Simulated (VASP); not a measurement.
Crystal: NiO.

```
CELL_PARAMETERS angstrom
0.00000 2.08590 2.08590
2.08590 0.00000 2.08590
2.08590 2.08590 0.00000
ATOMIC_POSITIONS crystal
Ni 0.00000 0.00000 0.00000
O 0.50000 0.50000 0.50000
```

- Program: VASP 6.6.1
- Task: relaxation of cell and atoms
- Functional: PBE
- Potentials or basis: VASP PAW PBE potentials, release 64 (Ni, O)
- Cutoff: 520 eV
- k mesh: 12 × 12 × 12
- Occupations: gaussian, width 0.02 eV
- Spin: collinear spin, ferromagnetic start
- Starting moments: [2.0, 0.0] μB

At the start: pressure 4.8 GPa; volume 9.08 Å³/atom.

Problem. How do energy, volume and symmetry change on relaxing?

Solution. Over 4 steps the energy falls by 4.0 meV/atom and the volume is 9.36 Å³/atom (+3.1 %); space group Fm-3m (No. 225, to 0.05 Å); moment 1.80 μB per cell.

Step by step:
| step | energy change (eV) | largest force (eV/Å) | pressure (GPa) | volume (Å³) |
| --- | --- | --- | --- | --- |
| 1 | 0.0000 | 0.0000 | 4.78 | 18.15 |
| 2 | -0.0073 | 0.0000 | -1.34 | 18.87 |
| 3 | -0.0079 | 0.0000 | 0.15 | 18.70 |
| 4 | -0.0079 | 0.0000 | 0.02 | 18.72 |

Final structure:
```xyz
2
Lattice="0.0000 2.1074 2.1074 2.1074 0.0000 2.1074 2.1074 2.1074 0.0000" Properties=species:S:1:pos:R:3 pbc="T T T"
Ni    0.0000    0.0000    0.0000
O     2.1074    2.1074    2.1074
```

Caveat: a cell with one magnetic atom can't hold antiferromagnetic order, which such compounds often take.
